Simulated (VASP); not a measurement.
These are PBEsol GGA, VASP's PBE PAW potentials (set 64) (plane waves; VASP 6.6.1) values and carry that method's errors.

A VASP calculation is set up with these files.

**KPOINTS**
```
K-points
0
gamma
 15 15 15
```

**POSCAR**
```
Tc
1
   -1.5286180000     1.5286180000     1.5286180000
    1.5286180000    -1.5286180000     1.5286180000
    1.5286180000     1.5286180000    -1.5286180000
Tc
1
Direct
  0.0000000000   0.0000000000   0.0000000000
```

INCAR:
```
LCHARG = .False.
EDIFF = 1E-6
ENCUT = 400
IBRION = 2   ! conjugate gradients
SYSTEM = Tc
ISMEAR = 1   ! Methfessel-Paxton
LREAL = .False.   ! projection in real space or not
NELM = 100   ! most electronic steps
ALGO = Normal   ! blocked Davidson
PREC = Accurate
LWAVE = .False.
NSW = 60   ! most ionic steps
GGA = PS
LMAXMIX = 4
SIGMA = 0.1   ! width (eV)
LASPH = .True.   ! aspherical one-centre terms
ISIF = 3   ! ions, shape and volume
EDIFFG = -0.01
```

POTCAR, in this order: Tc_pv (PBE.64 set). Program: vasp_std.

Output

**OSZICAR**
```
       N       E                     dE             d eps       ncg     rms          rms(c)
DAV:   1     0.961591127037E+02    0.96159E+02   -0.71390E+03  2458   0.101E+03
DAV:   2    -0.104741666217E+02   -0.10663E+03   -0.10411E+03  2490   0.308E+02
DAV:   3    -0.118634482952E+02   -0.13893E+01   -0.13656E+01  2686   0.428E+01
DAV:   4    -0.118697854000E+02   -0.63371E-02   -0.63363E-02  2662   0.315E+00
DAV:   5    -0.118698349015E+02   -0.49502E-04   -0.49500E-04  2674   0.265E-01    0.180E+01
DAV:   6    -0.110938614516E+02    0.77597E+00   -0.15127E+00  2616   0.161E+01    0.552E+00
DAV:   7    -0.109986880553E+02    0.95173E-01   -0.24766E-01  2714   0.613E+00    0.716E-01
DAV:   8    -0.109916131194E+02    0.70749E-02   -0.54847E-03  2516   0.105E+00    0.146E-01
DAV:   9    -0.109916045303E+02    0.85891E-05   -0.10401E-04  2712   0.123E-01    0.176E-02
DAV:  10    -0.109916096499E+02   -0.51196E-05   -0.44045E-06  2618   0.258E-02    0.400E-03
DAV:  11    -0.109916099175E+02   -0.26767E-06   -0.53707E-08  1470   0.257E-03
   1 F= -.10991610E+02 E0= -.10991459E+02  d E =-.109916E+02
       N       E                     dE             d eps       ncg     rms          rms(c)
DAV:   1    -0.114550262117E+02   -0.46342E+00   -0.12365E+01  2580   0.532E+01    0.818E+00
DAV:   2    -0.109885500812E+02    0.46648E+00   -0.10036E+00  2512   0.142E+01    0.117E+00
DAV:   3    -0.109619438106E+02    0.26606E-01   -0.13121E-01  2618   0.499E+00    0.125E+00
DAV:   4    -0.109689508986E+02   -0.70071E-02   -0.51038E-03  2490   0.778E-01    0.104E-01
DAV:   5    -0.109694198571E+02   -0.46896E-03   -0.40916E-04  2680   0.258E-01    0.287E-02
DAV:   6    -0.109694287675E+02   -0.89104E-05   -0.23093E-05  2546   0.543E-02    0.759E-03
DAV:   7    -0.109694294313E+02   -0.66376E-06   -0.10383E-06  1782   0.114E-02
   2 F= -.10969429E+02 E0= -.10969215E+02  d E =0.221805E-01
       N       E                     dE             d eps       ncg     rms          rms(c)
DAV:   1    -0.112873030807E+02   -0.31787E+00   -0.75858E+00  2582   0.432E+01    0.574E+00
DAV:   2    -0.109981605001E+02    0.28914E+00   -0.68229E-01  2528   0.112E+01    0.791E-01
DAV:   3    -0.109893986656E+02    0.87618E-02   -0.57944E-02  2614   0.325E+00    0.718E-01
DAV:   4    -0.109939719198E+02   -0.45733E-02   -0.41562E-03  2460   0.678E-01    0.839E-02
DAV:   5    -0.109939659654E+02    0.59545E-05   -0.37364E-05  2676   0.693E-02    0.260E-02
DAV:   6    -0.109940038891E+02   -0.37924E-04   -0.16254E-05  2506   0.483E-02    0.179E-03
DAV:   7    -0.109940041734E+02   -0.28424E-06   -0.15067E-07  1512   0.419E-03
   3 F= -.10994004E+02 E0= -.10993852E+02  d E =-.239426E-02
```

### OUTCAR
```
------------------------ aborting loop because EDIFF is reached ----------------------------------------
  FORCE on cell =-STRESS in cart. coord.  units (eV):
  Direction    XX          YY          ZZ          XY          YZ          ZX
  --------------------------------------------------------------------------------------
  Total       -0.0063780     -0.0063780     -0.0063780      0.0000000      0.0000000     -0.0000000
  in kB       -0.7243788     -0.7243788     -0.7243788      0.0000000      0.0000000     -0.0000000
  external PRESSURE =      -0.7243788 kB  Pullay stress =       0.0000000 kB
  volume of cell :       14.11
      direct lattice vectors                 reciprocal lattice vectors
    -1.522147975  1.522147975  1.522147975     0.000000000  0.328483175  0.328483175
     1.522147975 -1.522147975  1.522147975     0.328483175  0.000000000  0.328483175
     1.522147975  1.522147975 -1.522147975     0.328483175  0.328483175  0.000000000
 POSITION                                       TOTAL-FORCE (eV/Angst)
 -----------------------------------------------------------------------------------
      0.00000      0.00000     -0.00000         0.000000     -0.000000      0.000000
 -----------------------------------------------------------------------------------
    total drift:                                0.000000      0.000000      0.000000
  FREE ENERGIE OF THE ION-ELECTRON SYSTEM (eV)
  ---------------------------------------------------
  free  energy   TOTEN  =       -10.9940041734 eV

  energy  without entropy=      -10.9935488139  energy(sigma->0) =      -10.99385239

 reached required accuracy - stopping structural energy minimisation
```
(Selected blocks of OUTCAR.)

### CONTCAR
```
Tc
   1.00000000000000
    -1.5221479752214402    1.5221479752214402    1.5221479752214402
     1.5221479752214402   -1.5221479752214402    1.5221479752214402
     1.5221479752214402    1.5221479752214402   -1.5221479752214402
  Tc
     1
Direct
     0.0000000000000000    0.0000000000000000    0.0000000000000000
```

### OUTCAR
```
 val. band max:       13.4097769325   @ k =  -0.4000  -0.4667   0.0667

 cond. band min:      13.4268311788   @ k =  -0.4000   0.4000   0.3333


 Fermi energy:        13.4134429617

 k-point     1 :       0.0000    0.0000    0.0000
  band No.  band energies     occupation
      1     -25.3425      2.00000
      2     -25.3425      2.00000
      3     -25.3425      2.00000
      4       5.3193      2.00000
      5      10.9518      2.00000
      6      10.9518      2.00000
      7      10.9518      2.00000
      8      13.9608     -0.00000
      9      13.9608     -0.00000
     10      29.2329      0.00000

 k-point     2 :       0.0667    0.0000    0.0000
  band No.  band energies     occupation
      1     -25.4050      2.00000
      2     -25.3619      2.00000
      3     -25.3429      2.00000
      4       5.5245      2.00000
      5      10.8451      2.00000
      6      10.9390      2.00000
      7      11.1387      2.00000
      8      13.8118     -0.00000
      9      13.9655     -0.00000
     10      29.3703      0.00000

 k-point     3 :       0.1333    0.0000    0.0000
  band No.  band energies     occupation
      1     -25.5806      2.00000
      2     -25.4163      2.00000
      3     -25.3446      2.00000
      4       6.0939      2.00000
      5      10.5562      2.00000
      6      10.8757      2.00000
      7      11.6877      2.00000
      8      13.5212     -0.06283
      9      13.9880     -0.00000
     10      29.6331      0.00000

 k-point     4 :       0.2000    0.0000    0.0000
  band No.  band energies     occupation
      1     -25.8322      2.00000
      2     -25.4962      2.00000
      3     -25.3461      2.00000
      4       6.8531      2.00000
      5      10.1609      2.00000
      6      10.7989      2.00000
      7      12.5613      2.00000
      8      13.3802      1.52930
      9      14.0466     -0.00000
     10      29.5445      0.00000

 k-point     5 :       0.2667    0.0000    0.0000
...
```

The structure was generated: Tc was put into the bcc type (Im-3m), which need not be its known phase. This run relaxes it. Symmetry was kept, so distortions that lower it aren't found.
